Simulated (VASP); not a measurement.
An input for Quantum ESPRESSO's pw.x (written as the equivalent of a VASP run, and not itself run):

```
&CONTROL
  calculation = 'vc-relax'
  pseudo_dir = './pseudo'
  outdir = './out'
  tprnfor = .true.
  tstress = .true.
  nstep = 60
  forc_conv_thr = 0.00039
/
&SYSTEM
  ibrav = 0
  nat = 2
  ntyp = 2
  ecutwfc = 90
  occupations = 'smearing'
  smearing = 'methfessel-paxton'
  degauss = 0.00735
  input_dft = 'pbe'
  nspin = 2
  starting_magnetization(1) = 0.3
/
&ELECTRONS
  conv_thr = 7.3e-08
  electron_maxstep = 100
/
&IONS
/
&CELL
/
ATOMIC_SPECIES
  Fe 55.845 Fe.upf
  Pt 195.084 Pt.upf
CELL_PARAMETERS angstrom
     2.7200000    0.0000000    0.0000000
     0.0000000    2.7200000    0.0000000
     0.0000000    0.0000000    3.7100000
ATOMIC_POSITIONS crystal
  Fe   0.0000000  0.0000000  0.0000000
  Pt   0.5000000  0.5000000  0.5000000
K_POINTS automatic
  12 12 9 0 0 0
```

Q: Translate this input to VASP (INCAR, KPOINTS, POSCAR, choice of POTCAR).

A: Several could match; the one computed here: 
File KPOINTS:
```
kpoints
0
G
  12 12 9
0 0 0
```

File POSCAR:
```
FePt
1.0
  2.7200000000   0.0000000000   0.0000000000
  0.0000000000   2.7200000000   0.0000000000
  0.0000000000   0.0000000000   3.7100000000
Fe Pt
1 1
Cartesian
  0.0000000000   0.0000000000   0.0000000000
  1.3600000000   1.3600000000   1.8550000000
```

INCAR:
```
EDIFFG=-0.01   ! ionic stop
LORBIT=10
EDIFF=1E-6
ISIF=3   ! ions, shape and volume
IBRION=2   ! conjugate gradients
LWAVE=.FALSE.
LCHARG=.FALSE.
SYSTEM=FePt
LMAXMIX=6   ! l cut-off of mixed one-centre charges
NELM=100   ! most electronic steps
LASPH=.TRUE.
NSW=60   ! most ionic steps
PREC=Accurate
ALGO=Normal
MAGMOM=3.0 0.0
SIGMA=0.1   ! width (eV)
ISPIN=2   ! spin-polarised
ENCUT=400   ! plane-wave cut-off (eV)
ISMEAR=1
LREAL=.FALSE.
GGA=PE
```

POTCAR, in this order: Fe Pt (PBE.64 set). Program: vasp_std.

Limits of the translation: the potentials are each code's own (VASP's PAW set, PseudoDojo norm-conserving files in pw.x), so ENCUT and ecutwfc are chosen apart and not converted; conv_thr bounds pw.x's estimated SCF error, while EDIFF bounds the energy change between steps; starting_magnetization is a fraction of the valence charge and MAGMOM a moment in μB, so they match only roughly; forc_conv_thr acts on force components and is met together with etot_conv_thr.

The compound is FePt in the L1_0 structure. This run relaxes it. Symmetry was kept, so distortions that lower it aren't found.
